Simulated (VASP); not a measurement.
VASP runs on C (space group P6_3/mmc) share one base input (LDA (Ceperley-Alder, Perdew-Zunger), plane waves, VASP's LDA PAW potentials (set 64)) and change the settings named in each case.

INCAR:
```
EDIFF = 1E-6   # SCF stop (eV)
SYSTEM = C
ALGO = Normal
ISIF = 2
LCHARG = .FALSE.
LASPH = .TRUE.   # aspherical one-centre terms
SIGMA = 0.1   # width (eV)
LREAL = .FALSE.   # projection in real space or not
ISMEAR = -1   # Fermi-Dirac
PREC = Accurate
ENCUT = 400   # plane-wave cut-off (eV)
LWAVE = .FALSE.
NELM = 100   # most electronic steps
```

KPOINTS:
```
Automatic mesh
0
Gamma
20 20 6
0.5 0.5 0.5
```

### POSCAR
```
C
1
    2.4672900000     0.0000000000     0.0000000000
   -1.2336450000     2.1367360000     0.0000000000
    0.0000000000     0.0000000000     7.8030700000
C
4
Direct
  0.0000000000   0.0000000000   0.2500000000
  0.0000000000   0.0000000000   0.7500000000
  0.3333330000   0.6666670000   0.2500000000
  0.6666670000   0.3333330000   0.7500000000
```

POTCAR, in this order: C (LDA.64 set). Program: vasp_std.

```json
[
 {"change": "base run", "E(σ→0) (eV/atom)": "-10.1069", "pressure (GPa)": "-7.89", "−TS (eV)": "-0.0014"},
 {"change": "GGA = PE, POTCAR C (PBE.64 set)", "E(σ→0) (eV/atom)": "-9.2334", "pressure (GPa)": "(withheld)", "−TS (eV)": "-0.0014"},
 {"change": "GGA = PS, POTCAR C (PBE.64 set)", "E(σ→0) (eV/atom)": "-9.6515", "pressure (GPa)": "-3.91", "−TS (eV)": "-0.0014"},
 {"change": "GGA = RP, POTCAR C (PBE.64 set)", "E(σ→0) (eV/atom)": "-8.8223", "pressure (GPa)": "(withheld)", "−TS (eV)": "-0.0014"},
 {"change": "GGA = RE, POTCAR C (PBE.64 set)", "E(σ→0) (eV/atom)": "-8.8784", "pressure (GPa)": "1.09", "−TS (eV)": "-0.0014"},
 {"change": "LMIXTAU = .TRUE., METAGGA = R2SCAN, POTCAR C (PBE.64 set)", "E(σ→0) (eV/atom)": "-9.9443", "pressure (GPa)": "-4.56", "−TS (eV)": "-0.0012"},
 {"change": "GGA = 91, POTCAR C (PBE.64 set)", "E(σ→0) (eV/atom)": "-9.2453", "pressure (GPa)": "-2.09", "−TS (eV)": "-0.0014"},
 {"change": "IVDW = 10 (refused)", "E(σ→0) (eV/atom)": "-", "pressure (GPa)": "-", "−TS (eV)": "-"},
 {"change": "IVDW = 11 (refused)", "E(σ→0) (eV/atom)": "-", "pressure (GPa)": "-", "−TS (eV)": "-"},
 {"change": "GGA = RE, IVDW = 11, POTCAR C (PBE.64 set)", "E(σ→0) (eV/atom)": "-9.0041", "pressure (GPa)": "-0.16", "−TS (eV)": "-0.0014"},
 {"change": "IVDW = 12 (refused)", "E(σ→0) (eV/atom)": "-", "pressure (GPa)": "-", "−TS (eV)": "-"},
 {"change": "GGA = PS, IVDW = 12, POTCAR C (PBE.64 set)", "E(σ→0) (eV/atom)": "-9.7448", "pressure (GPa)": "-4.69", "−TS (eV)": "-0.0014"},
 {"change": "IVDW = 13 (refused)", "E(σ→0) (eV/atom)": "-", "pressure (GPa)": "-", "−TS (eV)": "-"}
]
```

### Question
What belongs in the gaps?

### Answer

- GGA = RP, POTCAR C (PBE.64 set), pressure (GPa): 1.89
- GGA = PE, POTCAR C (PBE.64 set), pressure (GPa): -1.63

Energies of different potentials or functionals have different zeros.  At 400 eV the pressure can carry a Pulay error.

Left out are runs that ran out of time, are held back, or changed the cell or the kind of run, fixed moments of cells without a moment, rows past the twelfth, gaps on odd meshes, pressures of charged cells and columns that move by less than the noise.

The structure comes from a computed database's C entry; how it stands against other phases isn't given here. The cell was not relaxed at this level.
